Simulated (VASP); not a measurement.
# Na2ZrS2 (I4/mmm) in VASP: a run that goes wrong, beside a sound one

A flawed run on Na2ZrS2 and a sound one for comparison.

Program: VASP 6.6.1. These are calculated values, not measurements. Logs are shortened: lines on timing, memory, paths and dates and some standing lists are left out, and cuts for length are marked.

## Step 1: Starting point

It takes space group I4/mmm (No. 139, tetragonal). Conventional cell: a = 4.952 Å, b = 4.952 Å, c = 8.081 Å, α = 90.00°, β = 90.00°, γ = 90.00°. Na (site symmetry 4mm) is surrounded by 1 Na at 2.31 Å and 4 S at 2.62 Å. Zr (site symmetry 4/mmm) has 2 Na at 2.88 Å and 8 S at 3.20 Å as nearest neighbours. S (site symmetry -4m2) has 4 Na at 2.62 Å as nearest neighbours.

The cell was built by a generator and needn't be a form met in nature.

## Step 2: A run with an altered input

File INCAR:

```
ALGO = Normal
EDIFF = 1E-6
EDIFFG = -0.005
ENCUT = 600
GGA = ZZ
IBRION = 2
ISIF = 3
ISMEAR = -1
LASPH = T
LCHARG = F
LREAL = F
LWAVE = F
NELM = 84
NSW = 30
PREC = Accurate
SIGMA = 0.05
```

File KPOINTS:

```
k-points
0
Gamma
  6 6 6
```

File POSCAR:

```
Na2ZrS2
1.0
   -2.4761800000      2.4761800000      4.0403500000
    2.4761800000     -2.4761800000      4.0403500000
    2.4761800000      2.4761800000     -4.0403500000
Na Zr S
2 1 2
Direct
    0.3567700000      0.3567700000      0.0000000000
    0.6432300000      0.6432300000      0.0000000000
    0.0000000000      0.0000000000      0.0000000000
    0.7500000000      0.2500000000      0.5000000000
    0.2500000000      0.7500000000      0.5000000000
```

Potentials or basis: VASP PAW PBE potentials, release 64 (Na_pv, Zr_sv, S).

Started as:

```bash
$ cat potpaw_PBE.64/Na_pv/POTCAR potpaw_PBE.64/Zr_sv/POTCAR potpaw_PBE.64/S/POTCAR > POTCAR
$ mpirun -np 1 vasp_std > vasp.out
```

OUTCAR:

```text
EDIFF = 1E-6
   EDIFFG = -0.005
   ENCUT = 600
   GGA = ZZ
   IBRION = 2
   ISIF = 3
   ISMEAR = -1
   LASPH = T
   LREAL = F
   NELM = 84
   NSW = 30
   PREC = Accurate
```

On the terminal:

```text
POSCAR found type information on POSCAR NaZrS
 POSCAR found :  3 types and       5 ions
[... 16 lines left out ...]

1
```

stdout:

```text
POSCAR found type information on POSCAR NaZrS
 POSCAR found :  3 types and       5 ions
 scaLAPACK will be used
 -----------------------------------------------------------------------------
|                                                                             |
|     EEEEEEE  RRRRRR   RRRRRR   OOOOOOO  RRRRRR      ###     ###     ###     |
|     E        R     R  R     R  O     O  R     R     ###     ###     ###     |
|     E        R     R  R     R  O     O  R     R     ###     ###     ###     |
|     EEEEE    RRRRRR   RRRRRR   O     O  RRRRRR       #       #       #      |
|     E        R   R    R   R    O     O  R   R                               |
|     E        R    R   R    R   O     O  R    R      ###     ###     ###     |
|     EEEEEEE  R     R  R     R  OOOOOOO  R     R     ###     ###     ###     |
|                                                                             |
|     Error: One of the selected functionals does not exist.                  |
|                                                                             |
|       ---->  I REFUSE TO CONTINUE WITH THIS SICK JOB ... BYE!!! <----       |
|                                                                             |
 -----------------------------------------------------------------------------

1
```

Wall time 0.5 s (1 thread of AMD EPYC 7R13 (Zen 3), shared host).

The input was rejected before any iteration. The input was made wrong on purpose: unknown functional word (GGA = ZZ; METAGGA = left out).

## Step 3: Relaxation of cell and atoms, PBE

File INCAR:

```
SYSTEM = Na2ZrS2
ALGO     = Fast           ! electronic algorithm
EDIFF    = 1E-7           ! SCF threshold, eV
EDIFFG   = -0.01          ! ionic threshold
ENCUT    = 600            ! plane-wave cutoff, eV
GGA      = PE             ! functional
IBRION   = 2              ! ionic algorithm
ISIF     = 3              ! what is computed and relaxed
ISMEAR   = -1             ! smearing method
LASPH    = .TRUE.         ! aspherical terms in the spheres
LCHARG   = .FALSE.        ! write CHGCAR
LREAL    = .FALSE.        ! projectors in reciprocal space
LWAVE    = .FALSE.        ! write WAVECAR
NELM     = 100            ! most SCF steps
NSW      = 60             ! ionic steps
PREC     = Accurate       ! precision mode
SIGMA    = 0.05           ! smearing width, eV
```

File KPOINTS:

```
k-points
0
G
  6 6 6
  0 0 0
```

POSCAR is that of step 2.

Potentials or basis: VASP PAW PBE potentials, release 64 (Na_pv, Zr_sv, S).

Started as:

```bash
$ cat potpaw_PBE.64/Na_pv/POTCAR potpaw_PBE.64/Zr_sv/POTCAR potpaw_PBE.64/S/POTCAR > POTCAR
$ mpirun -np 1 vasp_std > vasp.out
```

It took 17 min on 1 thread of Intel Xeon Platinum 8259CL at 2.50GHz (Skylake/Cascade Lake), shared host; peak memory 0.38 GiB.

Results (log left out):

```
Free energy                            : -20.6268 eV
Relaxed volume                         : 19.42 Å³/atom
Relaxed cell                           : a = 5.344 Å, b = 5.344 Å, c = 5.344 Å, α = 125.71°, β = 125.71°, γ = 80.36°
Space group after relaxing (to 0.05 Å) : I4/mmm (No. 139)
Energy gained by relaxing              : 5.6 meV/atom
Ionic steps                            : 6
Pressure after relaxing                : 0.0 GPa
Largest force after relaxing           : 0.009 eV/Å
Band gap on the k mesh                 : none (metal or under the smearing width)
```

Forces in eV/Å, atoms in the order of the input:
```
Na   0.000  0.000  0.009
Na   0.000  0.000 -0.009
Zr   0.000  0.000  0.000
S    0.000  0.000  0.000
S    0.000  0.000  0.000
```

Step by step:
```tsv
step	energy change (eV)	largest force (eV/Å)	pressure (GPa)	volume (Å³)
1	0.0000	0.0493	-1.16	99.09
2	-0.0267	0.1056	0.08	97.03
3	-0.0268	0.1095	0.17	96.90
4	-0.0279	0.0552	0.00	97.13
5	-0.0281	0.0220	-0.10	97.27
6	-0.0282	0.0092	-0.04	97.10
```

Final structure:
```
Na Zr S
1.0
    -2.43830    2.43830    4.08321
     2.43830   -2.43830    4.08321
     2.43830    2.43830   -4.08321
Na Zr S
2 1 2
Direct
  0.35840 0.35840 0.00000
  0.64160 0.64160 0.00000
  0.00000 0.00000 0.00000
  0.75000 0.25000 0.50000
  0.25000 0.75000 0.50000
```

Levels at points of the mesh, in eV from the Fermi level:
```csv
k point,band 16,band 17,band 18,band 19,band 20,band 21,band 22,band 23
"(0.00, 0.00, 0.00)",-3.05,-1.69,-1.69,-0.96,0.00,0.52,2.02,2.02
"(0.50, 0.00, 0.00)",-3.66,-3.33,-3.21,-0.08,0.07,0.81,1.82,1.97
"(0.50, 0.50, 0.00)",-3.07,-1.76,-1.25,-0.79,0.42,0.86,1.41,1.78
"(0.50, 0.50, 0.50)",-2.10,-2.10,-1.97,-0.60,0.39,0.43,1.11,1.11
```
